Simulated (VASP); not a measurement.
# Zr2Ni: structure and properties in VASP, part 6 of 17

Aim: relax Zr2Ni, then compute properties on the relaxed cell. The start is a cell from a database of measured crystal structures.

VASP 6.6.1, plane waves and PAW; the level of theory is named at each step.

So far. Step 5 (Magnetic start: antiferromagnetic, q = (1/2, 1/2, 1/2)): The energy lies -0.7 meV an atom from the first pattern, and both runs end without moments, so a difference comes from cell, mesh or thresholds alone. The moments fall under 0.1 μB, and the mesh shows no gap.

## Step 6: Magnetic start: antiferromagnetic, q = (1/2, 0, 0)

Level of this step: r2SCAN with rVV10, spin-polarised from an antiferromagnetic start; plane waves and PAW (Zr_sv, Ni) (VASP).

Next, a pattern with opposite moments, which needs a doubled cell; q is given in the reciprocal vectors of the primitive cell.

The input, INCAR:

```
SYSTEM = Zr2Ni
PREC = Accurate
ENCUT = 400
EDIFF = 1E-06
NELM = 100
ISMEAR = 1
SIGMA = 0.2
LREAL = .FALSE.
ALGO = Normal
METAGGA = R2SCAN
LUSE_VDW = .TRUE.
IVDW_NL = 2
BPARAM = 11.95
CPARAM = 0.0093
LASPH = .TRUE.
NBANDS = 90
ISPIN = 2
MAGMOM = 0 0 0 0 0 0 0 0 1 -1 1 -1
LMAXMIX = 4
LORBIT = 11
LWAVE = .FALSE.
LCHARG = .FALSE.
KPAR = 8
ISIF = 2
```

The input, POSCAR:

```
Zr2Ni
1.0
   -6.4770000000      6.4770000000      5.2410000000
    3.2385000000     -3.2385000000      2.6205000000
    3.2385000000      3.2385000000     -2.6205000000
Zr Ni
8 4
Direct
    0.3314500000      0.1629000000      0.8258000000
    0.8314500000      0.1629000000      0.8258000000
    0.0814500000      0.3371000000      0.5000000000
    0.5814500000      0.3371000000      0.5000000000
    0.1685500000      0.8371000000      0.1742000000
    0.6685500000      0.8371000000      0.1742000000
    0.4185500000      0.6629000000      0.5000000000
    0.9185500000      0.6629000000      0.5000000000
    0.1250000000      0.2500000000      0.0000000000
    0.6250000000      0.2500000000      0.0000000000
    0.3750000000      0.7500000000      0.0000000000
    0.8750000000      0.7500000000      0.0000000000
```

The input, KPOINTS:

```
Automatic mesh
0
Gamma
6 6 6
0 0 0
```

PAW data sets: Zr_sv and Ni (PBE family, release 64).

On the command line:

```
> mpirun -np 8 vasp_std
```

Output:

```text
[... set-up lines as in an earlier step ...]
 entering main loop
       N       E                     dE             d eps       ncg     rms          rms(c)
Total rVV10 correction in eV:      2.9223461   140.9756730
Total rVV10 correction in eV:      2.9223461   140.9756730
Total rVV10 correction in eV:      2.9223461   140.9756730
Total rVV10 correction in eV:      2.9223461   140.9756730
Total rVV10 correction in eV:      2.9223461   140.9756730
Total rVV10 correction in eV:      2.9223461   140.9756730
Total rVV10 correction in eV:      2.9223461   140.9756730
Total rVV10 correction in eV:      2.9223461   140.9756730
DAV:   1     0.150145139022E+04    0.15015E+04   -0.54187E+04 40320   0.144E+03
DAV:   2    -0.742332939441E+02   -0.15757E+04   -0.15180E+04 42498   0.467E+02
DAV:   3    -0.260543698605E+03   -0.18631E+03   -0.17091E+03 49904   0.157E+02
DAV:   4    -0.293968458011E+03   -0.33425E+02   -0.32454E+02 69904   0.515E+01
DAV:   5    -0.296751356659E+03   -0.27829E+01   -0.27766E+01 68752   0.133E+01    0.553E+01
Total rVV10 correction in eV:      2.6774948   140.9756759
Total rVV10 correction in eV:      2.6774948   140.9756759
Total rVV10 correction in eV:      2.6774948   140.9756759
Total rVV10 correction in eV:      2.6774948   140.9756759
Total rVV10 correction in eV:      2.6774948   140.9756759
Total rVV10 correction in eV:      2.6774948   140.9756759
Total rVV10 correction in eV:      2.6774948   140.9756759
Total rVV10 correction in eV:      2.6774948   140.9756759
DAV:   6    -0.280589705593E+03    0.16162E+02   -0.35507E+02 48570   0.170E+02    0.716E+01
Total rVV10 correction in eV:      2.7278999   140.9756774
Total rVV10 correction in eV:      2.7278999   140.9756774
Total rVV10 correction in eV:      2.7278999   140.9756774
Total rVV10 correction in eV:      2.7278999   140.9756774
Total rVV10 correction in eV:      2.7278999   140.9756774
Total rVV10 correction in eV:      2.7278999   140.9756774
Total rVV10 correction in eV:      2.7278999   140.9756774
Total rVV10 correction in eV:      2.7278999   140.9756774
DAV:   7    -0.234372385882E+03    0.46217E+02   -0.11590E+02 55724   0.540E+01    0.198E+01
Total rVV10 correction in eV:      2.7344013   140.9756770
Total rVV10 correction in eV:      2.7344013   140.9756770
Total rVV10 correction in eV:      2.7344013   140.9756770
Total rVV10 correction in eV:      2.7344013   140.9756770
Total rVV10 correction in eV:      2.7344013   140.9756770
Total rVV10 correction in eV:      2.7344013   140.9756770
Total rVV10 correction in eV:      2.7344013   140.9756770
Total rVV10 correction in eV:      2.7344013   140.9756770
DAV:   8    -0.233201258742E+03    0.11711E+01   -0.37118E+01 58112   0.454E+01    0.238E+01
Total rVV10 correction in eV:      2.6861977   140.9756762
Total rVV10 correction in eV:      2.6861977   140.9756762
Total rVV10 correction in eV:      2.6861977   140.9756762
Total rVV10 correction in eV:      2.6861977   140.9756762
Total rVV10 correction in eV:      2.6861977   140.9756762
Total rVV10 correction in eV:      2.6861977   140.9756762
Total rVV10 correction in eV:      2.6861977   140.9756762
Total rVV10 correction in eV:      2.6861977   140.9756762
DAV:   9    -0.230961844182E+03    0.22394E+01   -0.18116E+01 54252   0.333E+01    0.787E+00
Total rVV10 correction in eV:      2.6870530   140.9756768
Total rVV10 correction in eV:      2.6870530   140.9756768
Total rVV10 correction in eV:      2.6870530   140.9756768
Total rVV10 correction in eV:      2.6870530   140.9756768
Total rVV10 correction in eV:      2.6870530   140.9756768
Total rVV10 correction in eV:      2.6870530   140.9756768
Total rVV10 correction in eV:      2.6870530   140.9756768
Total rVV10 correction in eV:      2.6870530   140.9756768
DAV:  10    -0.230971703830E+03   -0.98596E-02   -0.23865E+00 58104   0.543E+00    0.539E+00
Total rVV10 correction in eV:      2.6846264   140.9756767
Total rVV10 correction in eV:      2.6846264   140.9756767
Total rVV10 correction in eV:      2.6846264   140.9756767
Total rVV10 correction in eV:      2.6846264   140.9756767
Total rVV10 correction in eV:      2.6846264   140.9756767
Total rVV10 correction in eV:      2.6846264   140.9756767
Total rVV10 correction in eV:      2.6846264   140.9756767
Total rVV10 correction in eV:      2.6846264   140.9756767
DAV:  11    -0.230918511853E+03    0.53192E-01   -0.14901E-01 56702   0.168E+00    0.409E+00
Total rVV10 correction in eV:      2.6838264   140.9756767
Total rVV10 correction in eV:      2.6838264   140.9756767
Total rVV10 correction in eV:      2.6838264   140.9756767
Total rVV10 correction in eV:      2.6838264   140.9756767
Total rVV10 correction in eV:      2.6838264   140.9756767
Total rVV10 correction in eV:      2.6838264   140.9756767
Total rVV10 correction in eV:      2.6838264   140.9756767
Total rVV10 correction in eV:      2.6838264   140.9756767
DAV:  12    -0.230872653665E+03    0.45858E-01   -0.18819E-01 55936   0.287E+00    0.976E-01
Total rVV10 correction in eV:      2.6852957   140.9756767
Total rVV10 correction in eV:      2.6852957   140.9756767
Total rVV10 correction in eV:      2.6852957   140.9756767
Total rVV10 correction in eV:      2.6852957   140.9756767
Total rVV10 correction in eV:      2.6852957   140.9756767
Total rVV10 correction in eV:      2.6852957   140.9756767
Total rVV10 correction in eV:      2.6852957   140.9756767
Total rVV10 correction in eV:      2.6852957   140.9756767
DAV:  13    -0.230877061106E+03   -0.44074E-02   -0.56413E-02 59600   0.943E-01    0.384E-01
Total rVV10 correction in eV:      2.6863514   140.9756766
Total rVV10 correction in eV:      2.6863514   140.9756766
Total rVV10 correction in eV:      2.6863514   140.9756766
Total rVV10 correction in eV:      2.6863514   140.9756766
Total rVV10 correction in eV:      2.6863514   140.9756766
Total rVV10 correction in eV:      2.6863514   140.9756766
Total rVV10 correction in eV:      2.6863514   140.9756766
Total rVV10 correction in eV:      2.6863514   140.9756766
DAV:  14    -0.230877834603E+03   -0.77350E-03   -0.45642E-03 62440   0.240E-01    0.178E-01
Total rVV10 correction in eV:      2.6874655   140.9756766
Total rVV10 correction in eV:      2.6874655   140.9756766
Total rVV10 correction in eV:      2.6874655   140.9756766
Total rVV10 correction in eV:      2.6874655   140.9756766
Total rVV10 correction in eV:      2.6874655   140.9756766
Total rVV10 correction in eV:      2.6874655   140.9756766
Total rVV10 correction in eV:      2.6874655   140.9756766
Total rVV10 correction in eV:      2.6874655   140.9756766
DAV:  15    -0.230878292727E+03   -0.45812E-03   -0.19108E-03 59860   0.303E-01    0.162E-01
Total rVV10 correction in eV:      2.6870577   140.9756766
Total rVV10 correction in eV:      2.6870577   140.9756766
Total rVV10 correction in eV:      2.6870577   140.9756766
Total rVV10 correction in eV:      2.6870577   140.9756766
Total rVV10 correction in eV:      2.6870577   140.9756766
Total rVV10 correction in eV:      2.6870577   140.9756766
Total rVV10 correction in eV:      2.6870577   140.9756766
Total rVV10 correction in eV:      2.6870577   140.9756766
DAV:  16    -0.230878248582E+03    0.44145E-04   -0.45201E-04 53160   0.131E-01    0.567E-02
Total rVV10 correction in eV:      2.6869522   140.9756766
Total rVV10 correction in eV:      2.6869522   140.9756766
Total rVV10 correction in eV:      2.6869522   140.9756766
Total rVV10 correction in eV:      2.6869522   140.9756766
Total rVV10 correction in eV:      2.6869522   140.9756766
Total rVV10 correction in eV:      2.6869522   140.9756766
Total rVV10 correction in eV:      2.6869522   140.9756766
Total rVV10 correction in eV:      2.6869522   140.9756766
DAV:  17    -0.230878260551E+03   -0.11969E-04   -0.75020E-05 61164   0.508E-02    0.242E-02
Total rVV10 correction in eV:      2.6870570   140.9756766
Total rVV10 correction in eV:      2.6870570   140.9756766
Total rVV10 correction in eV:      2.6870570   140.9756766
Total rVV10 correction in eV:      2.6870570   140.9756766
Total rVV10 correction in eV:      2.6870570   140.9756766
Total rVV10 correction in eV:      2.6870570   140.9756766
Total rVV10 correction in eV:      2.6870570   140.9756766
Total rVV10 correction in eV:      2.6870570   140.9756766
DAV:  18    -0.230878288532E+03   -0.27981E-04   -0.10228E-04 53224   0.338E-02    0.128E-02
Total rVV10 correction in eV:      2.6870611   140.9756766
Total rVV10 correction in eV:      2.6870611   140.9756766
Total rVV10 correction in eV:      2.6870611   140.9756766
Total rVV10 correction in eV:      2.6870611   140.9756766
Total rVV10 correction in eV:      2.6870611   140.9756766
Total rVV10 correction in eV:      2.6870611   140.9756766
Total rVV10 correction in eV:      2.6870611   140.9756766
Total rVV10 correction in eV:      2.6870611   140.9756766
DAV:  19    -0.230878296432E+03   -0.78997E-05   -0.36685E-05 53006   0.237E-02    0.896E-03
Total rVV10 correction in eV:      2.6870582   140.9756766
Total rVV10 correction in eV:      2.6870582   140.9756766
Total rVV10 correction in eV:      2.6870582   140.9756766
Total rVV10 correction in eV:      2.6870582   140.9756766
Total rVV10 correction in eV:      2.6870582   140.9756766
Total rVV10 correction in eV:      2.6870582   140.9756766
Total rVV10 correction in eV:      2.6870582   140.9756766
Total rVV10 correction in eV:      2.6870582   140.9756766
DAV:  20    -0.230878298605E+03   -0.21732E-05   -0.12267E-05 51632   0.137E-02    0.636E-03
Total rVV10 correction in eV:      2.6870526   140.9756766
Total rVV10 correction in eV:      2.6870526   140.9756766
Total rVV10 correction in eV:      2.6870526   140.9756766
Total rVV10 correction in eV:      2.6870526   140.9756766
Total rVV10 correction in eV:      2.6870526   140.9756766
Total rVV10 correction in eV:      2.6870526   140.9756766
Total rVV10 correction in eV:      2.6870526   140.9756766
Total rVV10 correction in eV:      2.6870526   140.9756766
DAV:  21    -0.230878299175E+03   -0.57005E-06   -0.26827E-06 33536   0.606E-03
Total rVV10 correction in eV:      2.6870380   140.9756766
Total rVV10 correction in eV:      2.6870380   140.9756766
Total rVV10 correction in eV:      2.6870380   140.9756766
Total rVV10 correction in eV:      2.6870380   140.9756766
Total rVV10 correction in eV:      2.6870380   140.9756766
Total rVV10 correction in eV:      2.6870380   140.9756766
Total rVV10 correction in eV:      2.6870380   140.9756766
Total rVV10 correction in eV:      2.6870380   140.9756766
Total rVV10 correction in eV:      2.6870435   140.9756766
Total rVV10 correction in eV:      2.6870435   140.9756766
Total rVV10 correction in eV:      2.6870435   140.9756766
Total rVV10 correction in eV:      2.6870435   140.9756766
Total rVV10 correction in eV:      2.6870435   140.9756766
Total rVV10 correction in eV:      2.6870435   140.9756766
Total rVV10 correction in eV:      2.6870435   140.9756766
Total rVV10 correction in eV:      2.6870435   140.9756766
   1 F= -.23087830E+03 E0= -.23087880E+03  d E =0.151131E-02  mag=    -0.0000
```

The job ended after 33 min (8 MPI ranks of Intel Xeon 6975P-C (Granite Rapids), shared host; peak memory 17 GiB).

OUTCAR, selected parts (step 6):

```text
   k-points           NKPTS =    112   k-points in BZ     NKDIM =    112   number of bands    NBANDS=     90

   ENCUT  =  400.0 eV  29.40 Ry    5.42 a.u.  17.21  8.60  8.60*2*pi/ulx,y,z

   NELECT =     136.0000    total number of electrons

 E-fermi :   9.3381

 spin component 1
 k-point     1 :       0.0000    0.0000    0.0000
  band No.  band energies     occupation
    ...
     63       8.7452      1.00011
     64       9.0870      1.03532
     65       9.0870      1.03532
     66       9.1444      1.02157
     67       9.1447      1.02137
     68       9.4540      0.08953
     69       9.4849      0.02894
     70       9.6972     -0.01462
     71       9.6972     -0.01461
     72       9.9059     -0.00022
    ...

 k-point     2 :       0.1667    0.0000    0.0000
  band No.  band energies     occupation
    ...
     63       8.8190      1.00075
     64       8.8425      1.00128
     65       8.9258      1.00651
     66       9.0170      1.02280
     67       9.1312      1.02838
     68       9.3628      0.39668
     69       9.5751     -0.03520
     70       9.7124     -0.01184
     71       9.7967     -0.00278
     72       9.8296     -0.00140
    ...

  Total       -2.3746424     -2.3478087     -2.2485952     -0.0027696     -0.0406197      0.0007996
  in kB      -17.3040134    -17.1084766    -16.3855079     -0.0201822     -0.2959953      0.0058270
  external PRESSURE =     -16.9326660 kB  Pullay stress =       0.0000000 kB

 POSITION                                       TOTAL-FORCE (eV/Angst)
 -----------------------------------------------------------------------------------
      1.05510      4.29360     -0.00000         0.078543      0.073663      0.002616
     -2.18340      7.53210      2.62050         0.078543      0.073663      0.002616
      2.18340      1.05510     -0.00000        -0.078485      0.073637      0.002664
     -1.05510      4.29360      2.62050        -0.078485      0.073637      0.002664
      2.18340     -1.05510      2.62050        -0.078543     -0.073663     -0.002616
     -1.05510      2.18340      5.24100        -0.078543     -0.073663     -0.002616
      1.05510      2.18340      2.62050         0.078485     -0.073637     -0.002664
     -2.18340      5.42190      5.24100         0.078485     -0.073637     -0.002664
      0.00000      0.00000      1.31025        -0.003353      0.000018     -0.000000
     -3.23850      3.23850      3.93075        -0.003353      0.000018     -0.000000
      0.00000      0.00000      3.93075         0.003353     -0.000018      0.000000
     -3.23850      3.23850      6.55125         0.003353     -0.000018      0.000000
 -----------------------------------------------------------------------------------
    total drift:                                0.000000     -0.000000     -0.000000

  FREE ENERGIE OF THE ION-ELECTRON SYSTEM (eV)
  ---------------------------------------------------
  free  energy   TOTEN  =      -230.8782991752 eV

  energy  without entropy=     -230.8798104857  energy(sigma->0) =     -230.87880295

 magnetization (x)
# of ion       s       p       d       tot
------------------------------------------
    1        0.000   0.000   0.000   0.000
    2       -0.000  -0.000  -0.000  -0.000
    3        0.000   0.000   0.000   0.000
    4       -0.000  -0.000  -0.000  -0.000
    5        0.000   0.000   0.000   0.000
    6       -0.000  -0.000  -0.000  -0.000
    7        0.000   0.000   0.000   0.000
    8       -0.000  -0.000  -0.000  -0.000
    9        0.000   0.000   0.000   0.000
   10       -0.000  -0.000  -0.000  -0.000
   11        0.000   0.000   0.000   0.000
   12       -0.000  -0.000  -0.000  -0.000
--------------------------------------------------
tot          0.000   0.000   0.000   0.000

[... 15 further parts left out ...]
```

This step gave:

```yaml
scf_cycles: 21
irreducible_k_points: 112
symmetry_operations: 2
free_energy_toten: -230.8783 eV
energy_at_zero_smearing: -230.8788 eV
fermi_energy: 9.338 eV
pressure: -1.693 GPa
```

Force by atom:

| atom | x (eV/Å) | y (eV/Å) | z (eV/Å) | size |
| --- | --- | --- | --- | --- |
| Zr1 | 0.079 | 0.074 | 0.003 | 0.108 |
| Zr2 | 0.079 | 0.074 | 0.003 | 0.108 |
| Zr3 | -0.078 | 0.074 | 0.003 | 0.108 |
| Zr4 | -0.078 | 0.074 | 0.003 | 0.108 |
| Zr5 | -0.079 | -0.074 | -0.003 | 0.108 |
| Zr6 | -0.079 | -0.074 | -0.003 | 0.108 |
| Zr7 | 0.078 | -0.074 | -0.003 | 0.108 |
| Zr8 | 0.078 | -0.074 | -0.003 | 0.108 |
| Ni9 | -0.003 | 0.000 | 0.000 | 0.003 |
| Ni10 | -0.003 | 0.000 | 0.000 | 0.003 |
| Ni11 | 0.003 | 0.000 | 0.000 | 0.003 |
| Ni12 | 0.003 | 0.000 | 0.000 | 0.003 |

The energy lies -0.4 meV an atom from the first pattern, and both runs end without moments, so a difference comes from cell, mesh or thresholds alone. The moments fall under 0.1 μB, and the mesh shows no gap.

## Step 7: The orders side by side

This step: collinear orders at r2SCAN; plane waves and PAW (VASP 6.6.1).

Derived from the runs above.

Patterns, by row:

| start | atoms | energy less that of the first (meV/atom) | largest site moment (μB) | end state |
| --- | --- | --- | --- | --- |
| ferromagnetic | 6 | 0 | 0 | non-magnetic |
| antiferromagnetic within the cell | 6 | 0 | 0 | non-magnetic |
| antiferromagnetic, q = (0, 0, 1/2) | 12 | -0.1 | 0 | non-magnetic |
| antiferromagnetic, q = (1/2, 1/2, 1/2) | 12 | -0.7 | 0 | non-magnetic |
| antiferromagnetic, q = (1/2, 0, 0) | 12 | -0.4 | 0 | non-magnetic |

All patterns lost their moments. Runs that ended non-magnetic differ by up to 0.7 meV an atom among themselves, which can come from the unlike meshes of the cells or from a run that isn't fully settled. The session goes on with moments started at or near zero.

(Part 6 of 17 ends here.)

[Lines on the potential files, build, host, timing and source positions are cut from VASP's logs without a mark.]

[Logs are printed without paths, hosts, clocks, repeated set-up lines and the standing remarks that a program may print on its own settings, such as how far it seeks lower states.]

[Hosts, paths, dates, database ids (printed as entryN), source tags and the programs' standing remarks are cut or masked in the printed files.]

[A measured line is paired with the nearest computed mode of its activity, which favours agreement.]

[In band tables of VASP the shares of atoms and orbitals are scaled to a sum of 1 inside the atoms' spheres.]
